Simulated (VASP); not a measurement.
Consider the following.

```
InPd
1.0
    3.33757     0.00000     0.00000
    0.00000     3.33757     0.00000
    0.00000     0.00000     3.33757
In Pd
1 1
Cartesian
  1.66879   1.66879   1.66879
  0.00000   0.00000   0.00000
```

Computed with r2SCAN meta-GGA, VASP's PBE PAW potentials (set 64) (plane waves; VASP 6.6.1). Numerical set-up: 520 eV cut-off, 11×11×11 Γ-centred mesh, first-order Methfessel-Paxton smearing of 0.10 eV, potentials In_d Pd.

Unless said otherwise, spin-orbit coupling is left out, though it shifts the bands of the heavy elements here.

Question: What does the run give for the energy per atom (σ→0), pressure, band gap (on the k-mesh) with the smallest direct gap where there is one?

Answer: 
```json
{
 "band gap (on the k-mesh)": "none (metal, semimetal or under 0.01 eV)",
 "energy per atom (σ→0)": "-23.299 eV/atom",
 "pressure": "-6.89 GPa"
}
```

Only differences to runs with the same potentials and settings are physical.

The compound is PdIn in the CsCl type structure. This cell is one point of a volume scan, at 1.06 of the reference volume. The electron count is odd and the run is not spin-polarised, which forces a metal.
